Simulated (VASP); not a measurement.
Consider the following.

```
AuZn
1.0
    3.17031     0.00000     0.00000
    0.00000     3.17031     0.00000
    0.00000     0.00000     3.17031
Zn Au
1 1
Direct
  0.50000   0.50000   0.50000
  0.00000   0.00000   0.00000
```

The numbers are results of PBE GGA with D3 dispersion (Becke-Johnson damping), VASP's PBE PAW potentials (set 64) (plane waves; VASP), not measurements. Run with 520 eV cut-off, 12×12×12 Γ-centred mesh, first-order Methfessel-Paxton smearing of 0.10 eV, potentials Zn Au.

Q: Give the stress tensor in GPa (positive for a compressed cell).

A: 
```
-3.68   0.00   0.00
 0.00  -3.68   0.00
 0.00   0.00  -3.68
```
The pressure is its mean diagonal, -3.68 GPa.

The compound is AuZn in the CsCl type structure. This cell is one point of a volume scan, at 1.03 of the reference volume. The electron count is odd and the run is not spin-polarised, which forces a metal.
